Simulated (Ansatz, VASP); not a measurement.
# Hf (Hafnium): VASP beside Ansatz, part 2 of 2

One calculation is typed for both programs; each brings its own data sets. How far apart do they land? The cell is taken from a series of runs on this material, whose earlier steps may have relaxed, scaled, displaced or heated it; both programs get it as it stands.

VASP 6.6.1 and Ansatz 0.2.0.

So far: The starting structure; VASP: zone-centre phonons, LDA.

### Step 3. Ansatz: zone-centre phonons, LDA

Level of this step: Ansatz beside VASP: Kohn-Sham DFT, plane waves, LDA (Ansatz).

Ansatz runs on its PAW soft_1 files.

The same cell, functional (in two slightly different forms), mesh and smearing now go to Ansatz, which takes its cutoff from its data sets.

input.yaml

```yaml
crystal:
  lattice:
    - [3.1425593611, 0.0, 0.0]
    - [-1.5712796805, 2.7215362396, 0.0]
    - [0.0, 0.0, 4.9680940006]
  atoms:
    - { symbol: Hf, position: [0.3333333333, 0.6666666667, 0.25] }
    - { symbol: Hf, position: [0.6666666667, 0.3333333333, 0.75] }
kpoints:
  mp_grid: { grid: [15, 15, 8] }
hamiltonian:
  xc: lda
  pseudopotentials: { kind: paw, azcp: { folder: soft_1 }, xc_functional: pbe }
scf:
  occupations: { method: methfessel_paxton, width: 0.2 }
output:
  eigenvalues: true
phonons:
  method: dfpt
```

Launch:

```
ansatz run input.yaml --threads 4 --pin off --max-ram 10240MiB --backend cpu --events-out ev --progress --plain --runs-dir out
```

Numbers of over 12 decimals in the logs are rounded to 6 here.

The program printed:

```text
zone centre: on kpoints.mp_grid the ground state, and the responses unless they are solved on pairs of k-points, stand on 320 of the mesh's 1800 k-points, reduced under 4 symmetry operations, with k and −k counted as one. Each operation leaves every solved displacement unchanged or reverses it
Engine: ansatz 0.2.0, x86_64-unknown-linux-gnu
Pseudopotentials: kind: paw
Pseudopotential: Hf, paw, valence charge 26, recommended cutoff 420 eV (normal), soft_1/Hf.paw.azcp
Functional definition: SPW92
  exchange = slater_x
  correlation = pw_c
Crystal: 2 atoms, lattice volume = 42.490 Å³
Basis set: ecut = 420 eV, 833 PW (Γ), exchange–correlation on 48×48×72 points (8 copies of the dense FFT grid, shifted against one another)
Bands: 32, of which v1, the nominal top of the filled ones, is band 26 counted from 1 (25 counted from 0)
Symmetry: 24 space group operations
k-points: 320 of 1800 (irreducible under 4 space group operations, time reversal used)
Non-local potential: Hf, projectors of the file, l = 0: 3, l = 1: 2, l = 2: 2, l = 3: 3
PAW form: soft (Blöchl's): semilocal exchange-correlation on the pseudo side does not see the compensation charge
PAW frozen core: Hf, regenerated for the run's functional, and the local potential with it (the file was generated under x = pbe(κ = 0.804, μ = 0.219515), c = pbe(β = 0.066725))
PAW one-centre angular grid: Hf, 590 points (default); XC on 64 Gauss nodes
Initial density: superposition of atomic densities (chi_scale 0.1, normalization cell)
Initial wavefunctions: pseudopotential atomic-orbital guess
Functional: x = slater, c = lda
SCF iter   1: F=—  HF=-30955.203224 eV  |F-HF|=—  |Δ(HF+E_count)|=         —  Δρ=3.39e-2  dr2=5.79e-1  ethr=3.10e-3  ⟨swp⟩=4.8  Hψ=34596  notcnv=0
preconditioner: auto → Kerker (q_TF=auto, 2.822 Å⁻¹)  [metal: Δε(μ)=0.018 eV  Ē_g=16.969 eV  σ=0.200 eV  W_gap=0.07  n_scr=22 (ndim 8)  ℏωp=39.5 eV  f_vac=0.000  D(μ)=1.30/eV (n_scr^D=8)]
SCF iter   2: F=—  HF=-30955.070879 eV  |F-HF|=—  |Δ(HF+E_count)|=   1.32e-1  S|Δr|=    0.00e0  Δρ=2.12e-2  dr2=2.28e-1  ethr=1.11e-3  ⟨swp⟩=2.1  Hψ=17177  notcnv=0  defer=23
SCF iter   3: F=—  HF=-30955.016046 eV  |F-HF|=—  |Δ(HF+E_count)|=   5.48e-2  S|Δr|=    0.00e0  Δρ=7.95e-3  dr2=3.11e-2  ethr=4.38e-4  ⟨swp⟩=2.0  Hψ=16004  notcnv=0  defer=42
SCF iter   4: F=—  HF=-30954.977867 eV  |F-HF|=—  |Δ(HF+E_count)|=   3.82e-2  S|Δr|=    0.00e0  Δρ=3.13e-3  dr2=2.05e-3  ethr=5.98e-5  ⟨swp⟩=2.0  Hψ=18444  notcnv=0  defer=42
SCF iter   5: F=—  HF=-30954.978842 eV  |F-HF|=—  |Δ(HF+E_count)|=   9.76e-4  S|Δr|=    0.00e0  Δρ=7.26e-4  dr2=2.18e-4  ethr=3.95e-6  ⟨swp⟩=2.8  Hψ=17508  notcnv=0  defer=42
SCF iter   6: F=—  HF=-30954.979006 eV  |F-HF|=—  |Δ(HF+E_count)|=   1.63e-4  S|Δr|=    0.00e0  Δρ=1.42e-4  dr2=7.52e-6  ethr=4.19e-7  ⟨swp⟩=2.0  Hψ=18522  notcnv=0  defer=42
SCF iter   7: F=—  HF=-30954.979022 eV  |F-HF|=—  |Δ(HF+E_count)|=   1.69e-5  S|Δr|=    0.00e0  Δρ=3.13e-5  dr2=4.49e-7  ethr=1.45e-8  ⟨swp⟩=2.3  Hψ=18660  notcnv=0  defer=42
SCF iter   8: F=—  HF=-30954.979018 eV  |F-HF|=—  |Δ(HF+E_count)|=   4.05e-6  S|Δr|=    0.00e0  Δρ=5.71e-6  dr2=1.55e-8  ethr=8.63e-10  ⟨swp⟩=2.5  Hψ=14134  notcnv=0  defer=139
SCF iter   9: F=—  HF=-30954.979018 eV  |F-HF|=—  |Δ(HF+E_count)|=   1.39e-8  S|Δr|=    0.00e0  Δρ=1.18e-6  dr2=4.53e-10  ethr=2.98e-11  ⟨swp⟩=2.7  Hψ=18400  notcnv=3  defer=139
SCF iter  10: F=—  HF=-30954.979018 eV  |F-HF|=—  |Δ(HF+E_count)|=   1.75e-9  S|Δr|=    0.00e0  Δρ=2.15e-7  dr2=1.62e-11  ethr=1.00e-12  ⟨swp⟩=2.8  Hψ=17267  notcnv=2  defer=139
SCF iter  11: F=-30954.979018 eV  HF=-30954.979018 eV  |F-HF|=3.64e-12  |Δ(HF+E_count)|=  1.06e-10  S|Δr|=    0.00e0  Δρ=6.36e-8  dr2=8.21e-13  ethr=1.00e-12  ⟨swp⟩=4.6  Hψ=85540  notcnv=0
SCF 1 converged in 11 iterations: F = -30954.979018 eV  dr2 = 8.21e-13
  Residual-converged pass: ⟨swp⟩=1.1  Hψ=11733  notcnv=0  max |occ|·‖R‖ = 7.1e-9 eV (tolerance 1.0e-8 eV)  dr2=8.21e-13  dr2_onsite=7.69e-13  max |Δocc| = 5.9e-13
  greatest PAW one-centre occupation: 0.998 electrons in one spin orbital (limit 2), on the Hf atom at site 1 (counted from 0), in its partial waves of l = 3
DFPT response loops at Γ: preconditioner auto → Kerker (q_TF=auto, 2.822 Å⁻¹) (partly filled bands, converged f_vac=0.000); β = 1.00, the filter's whole step (`scf.mixing.beta` (0.50) is not read by the response loops under this deck's `scf.mixing.preconditioner`; to damp them name `kerker` or `kerker_dos`, under which they read `scf.mixing.beta`, and type it under 1.00, their step now; both keys bind the ground state too); Broyden in place of MSR1
SCF converged after 11 iterations
Stability not checked: this state was not tested for a lower state beside it, because cold or Methfessel-Paxton smearing, or corrected tetrahedra, fill the levels in a way that the test cannot read (fill_not_monotonic; see scf.lower_state_search)
Free energy (F): -30954.979018 eV
Harris-Foulkes:  -30954.979018 eV  (|F-HF|=3.64e-12)
Internal energy: -30954.982728 eV  (E = F + TS)
E sigma→0 (E₀):  -30954.979946 eV
Entropy (-TS):   0.003710 eV (1.855 meV/atom)
Fermi energy:    18.895498 eV
--- Per-component energies (eV) ---
  E_band       = 22.817856
  E_kinetic    = 823.232572
  E_local      = -12378.686110  (includes V_loc(G=0)·N_el)
  E_nonlocal   = 142.863008
  E_hartree    = 6039.590460
  E_xc         = -530.302157
  E_vxc        = -511.816450  (∫ρ·V_xc dr)
  E_paw        = -14907.348919  (= ΣΔE_a)
  E_vpaw       = -131.956267  (= ΣTr[D̂ρ^β])
  E_aug_tail   = 0.000199  (compensation charges beyond the density's cutoff)
  E_ewald      = -10149.245958
  E_core_change = 4.914176  (= ΣΔE_core)
  E_smearing   = 0.003710  (= −TS)
  E_closure    = 0.000000  (closes the sum)
  Σ components = -30954.979018   (vs F -30954.979018, Δ=0.00e0)
--- Band table (eV; the first three rows and the last of 320) ---
  k-point 0: bands = [... 22 lower, 11.3532, 14.9978, 19.8430, 19.9923, 19.9923, 20.2997, 20.8640, 20.8640, ... 2 higher]
  k-point 1: bands = [... 22 lower, 11.5073, 14.9409, 19.5927, 19.9024, 19.9024, 20.1698, 20.7364, 20.7364, ... 2 higher]
  k-point 2: bands = [... 22 lower, 11.9510, 14.7064, 19.1221, 19.7741, 19.7741, 19.8242, 20.4376, 20.4376, ... 2 higher]
  k-point 319: bands = [... 22 lower, 15.8966, 15.8966, 18.0825, 18.0825, 18.8606, 18.8606, 21.1083, 21.1083, ... 2 higher]
--- Phonons (Γ-DFPT): 2 representative perturbations + reference, on 320 of 1800 k-points (Σ response iterations 6) ---
  k mesh reduced under 4 symmetry operations, with k and −k counted as one. Each operation leaves every solved displacement unchanged or reverses it
  ASR residual: 2.794e-5 → 0.000e0 eV/Å²; symmetrization residual: 1.402e-9 eV/Å²
  ASR residual per site (eV/Å²): 2.79e-5 2.79e-5
  Γ frequencies (cm⁻¹): 0.00 0.00 0.00 74.22 74.22 105.38
  non-analytic LO–TO correction: not included (Born effective charges unavailable; polar crystals: no LO–TO splitting at Γ)
```

### Step 4. Differences

Known differences besides the potentials themselves: the data sets hold 52 valence electrons in Ansatz (on its PAW soft_1 files) and 20 in VASP; the cutoff is 420 eV in Ansatz and 500 eV in VASP; VASP's log shows a relativistic correction to its local exchange, Ansatz's none. Total energies have different zeros and are not compared.

The two programs side by side:

```
                  quantity  Ansatz   VASP  difference
optical mode 1 to 2 (cm⁻¹)    74.2   73.3     +1.31 %
     optical mode 3 (cm⁻¹)   105.4  104.9     +0.44 %
```

Modes are paired by rising frequency, not by their patterns, so a pair may set unlike modes beside each other; they are those without the splitting of longitudinal modes.

### Step 5. Summary of results

```yaml
r_m_s_difference_of_the_optical_zone_centre_modes_each_program_s_sorted_by_frequency_zone_centre_phonons_lda: 0.83 cm⁻¹
difference_in_optical_mode_1_to_2_zone_centre_phonons_lda: +1.3 %
```

In words: The r.m.s. difference of the optical zone-centre modes, each program's sorted by frequency is 0.83 cm⁻¹ (zone-centre phonons, LDA). The data sets hold unlike numbers of valence electrons (52 in Ansatz and 20 in VASP), so part of the differences comes from the potentials. Among the rows given in per cent, the largest difference of the zone-centre phonons, LDA pair is in optical mode 1 to 2, +1.3 %. Such differences can come from data sets, numerical settings and the points named under the comparisons, not from the functional's error against experiment.

[Lines on the potential files, build, host, timing and source positions are cut from VASP's logs without a mark.]

[Logs are printed without paths, hosts, clocks, repeated set-up lines and the standing remarks that a program may print on its own settings, such as how far it seeks lower states.]

[Hosts, paths, dates, database ids (printed as entryN), source tags and the programs' standing remarks are cut or masked in the printed files.]
